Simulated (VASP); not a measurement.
Here is the system:

```
CELL_PARAMETERS angstrom
      0.00000     2.07330     2.07330
      2.07330     0.00000     2.07330
      2.07330     2.07330     0.00000
ATOMIC_POSITIONS crystal
  Ag 0.00000 0.00000 0.00000
```

The numbers are results of PW91 GGA, VASP's PBE PAW potentials (set 64) (plane waves; VASP), not measurements. Run with 520 eV cut-off, 17×17×17 Γ-centred mesh, tetrahedra with Blöchl corrections, potentials Ag.

Problem. What does the run give for the energy per atom (σ→0), band gap (on the k-mesh) with the smallest direct gap where there is one?

Solution. 
The band gap (on the k-mesh) is none (metal, semimetal or under 0.01 eV). The energy per atom (σ→0) is -265.4 kJ/mol-atom.

Only differences to runs with the same potentials and settings are physical.

The compound is Ag in the fcc structure. It was relaxed first.
